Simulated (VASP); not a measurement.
VASP runs on Sn₃Pt (space group I4/mmm) share one base input (PBE GGA, plane waves, VASP's PBE PAW potentials (set 64)) and change the settings named in each case.

**POSCAR**
```
Sn3Pt
1
   -2.0389170000     2.0389170000     4.5415720000
    2.0389170000    -2.0389170000     4.5415720000
    2.0389170000     2.0389170000    -4.5415720000
Sn Pt
3 1
Direct
  0.5000000000   0.5000000000   0.0000000000
  0.7500000000   0.2500000000   0.5000000000
  0.2500000000   0.7500000000   0.5000000000
  0.0000000000   0.0000000000   0.0000000000
```

File KPOINTS:
```
K-points
0
G
5 5 5
```

INCAR:
```
SYSTEM  =  Sn3Pt
PREC  =  Accurate; ENCUT  =  300; LREAL  =  .FALSE.
LASPH  =  .TRUE.
EDIFF  =  1E-6; NELM  =  100; ALGO  =  Normal
LMAXMIX  =  6
ISMEAR  =  -1; SIGMA  =  0.1
GGA  =  PE
ISIF  =  2
LWAVE  =  .FALSE.; LCHARG  =  .FALSE.
```

POTCAR, in this order: Sn_d Pt (PBE.64 set). Program: vasp_std.

```
change                                                                                                                                      E(σ→0) (eV/atom)  pressure (GPa)  −TS (eV)
------------------------------------------------------------------------------------------------------------------------------------------  ----------------  --------------  --------
base run                                                                                                                                             -4.0337           25.85   -0.0876
GGA = PS                                                                                                                                             -4.6905           19.98   -0.0883
GGA_COMPAT = .FALSE., LNONCOLLINEAR = .TRUE., LSORBIT = .TRUE., MAGMOM = 0.0 0.0 0.0 0.0 0.0 0.0 0.0 0.0 0.0 0.0 0.0 0.0, program vasp_ncl           -4.1449           25.79   -0.0867
KPOINTS 1×1×1 Γ-centred mesh                                                                                                                         -1.1501           54.77   -0.5528
```
 Energies of different potentials or functionals have different zeros.  Unless said otherwise, spin-orbit coupling is left out, though it shifts the bands of the heavy elements here. At 300 eV the pressure can carry a Pulay error.

Left out are runs that ran out of time, are held back, or changed the cell or the kind of run, fixed moments of cells without a moment, rows past the twelfth, gaps on odd meshes, pressures of charged cells and columns that move by less than the noise.

The structure was generated: Sn3Pt was put into an ordered model structure, which need not be its known phase. The cell was not relaxed at this level, its lattice was scaled by up to 2.5 %.
